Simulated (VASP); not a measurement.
Here is the system:

```
InPd
1.0
    3.30636     0.00000     0.00000
    0.00000     3.30636     0.00000
    0.00000     0.00000     3.30636
In Pd
1 1
Direct
  0.50000   0.50000   0.50000
  0.00000   0.00000   0.00000
```

Computed with PBE GGA with spin-orbit coupling, VASP's PBE PAW potentials (set 64) (plane waves; VASP). Numerical set-up: 400 eV cut-off, 10×10×10 Γ-centred mesh, Gaussian smearing of 0.050 eV, potentials In_d Pd.

Predict the energy per atom (σ→0), band gap (over mesh and band path) with the smallest direct gap where there is one.

* **band gap (over mesh and band path)**: none (metal, semimetal or under 0.01 eV)
* **energy per atom (σ→0)**: -4.407 eV/atom

The compound is PdIn in the CsCl type structure. It was relaxed first, which changed the volume by +5 %.
